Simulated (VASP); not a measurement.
VASP ran on this input.

### POSCAR
```
BeSe
1.0
  3.6225408258   0.0000000000   0.0000000000
 -1.8112704129   3.1372122881   0.0000000000
  0.0000000000   0.0000000000   5.9616716385
Be Se
2 2
direct
  0.3333330000   0.6666670000   0.0002699241
  0.6666670000   0.3333330000   0.5002699241
  0.3333330000   0.6666670000   0.3747300759
  0.6666670000   0.3333330000   0.8747300759
```

**KPOINTS**
```
Automatic mesh
0
Gamma
7 7 4
0 0 0
```

### INCAR
```
SYSTEM = BeSe
PREC = Accurate
ENCUT = 500
EDIFF = 1E-6
NELM = 100
ALGO = Normal
LREAL = .FALSE.
LASPH = .TRUE.
ISMEAR = 0
SIGMA = 0.05
GGA = PS
LMAXMIX = 4
LWAVE = .FALSE.
LCHARG = .FALSE.
IBRION = 2
ISIF = 3
NSW = 40
EDIFFG = -0.02
PSTRESS = 50
```

POTCAR, in this order: Be Se (PBE.64 set). Program: vasp_std.

Q: Write an equivalent input for Quantum ESPRESSO's pw.x.

A: One equivalent input (not run):
```
&CONTROL
  calculation = 'vc-relax'
  pseudo_dir = './pseudo'
  outdir = './out'
  tprnfor = .true.
  tstress = .true.
  nstep = 40
  forc_conv_thr = 0.00078
/
&SYSTEM
  ibrav = 0
  nat = 4
  ntyp = 2
  ecutwfc = 88
  occupations = 'smearing'
  smearing = 'gaussian'
  degauss = 0.003675
  input_dft = 'pbesol'
/
&ELECTRONS
  conv_thr = 7.3e-08
  electron_maxstep = 100
/
&IONS
/
&CELL
  press = 50
/
ATOMIC_SPECIES
  Be 9.012 Be.upf
  Se 78.971 Se.upf
CELL_PARAMETERS angstrom
     3.6225408    0.0000000    0.0000000
    -1.8112704    3.1372123    0.0000000
     0.0000000    0.0000000    5.9616716
ATOMIC_POSITIONS crystal
  Be   0.3333330  0.6666670  0.0002699
  Be   0.6666670  0.3333330  0.5002699
  Se   0.3333330  0.6666670  0.3747301
  Se   0.6666670  0.3333330  0.8747301
K_POINTS automatic
  7 7 4 0 0 0
```
Limits of the translation: the potentials are each code's own (VASP's PAW set, PseudoDojo norm-conserving files in pw.x), so ENCUT and ecutwfc are chosen apart and not converted; conv_thr bounds pw.x's estimated SCF error, while EDIFF bounds the energy change between steps; forc_conv_thr acts on force components and is met together with etot_conv_thr.

The structure was generated: BeSe was put into the wurtzite type (P6_3mc), which need not be its known phase. This run relaxes it under an external pressure of 5 GPa. Symmetry was kept, so distortions that lower it aren't found.
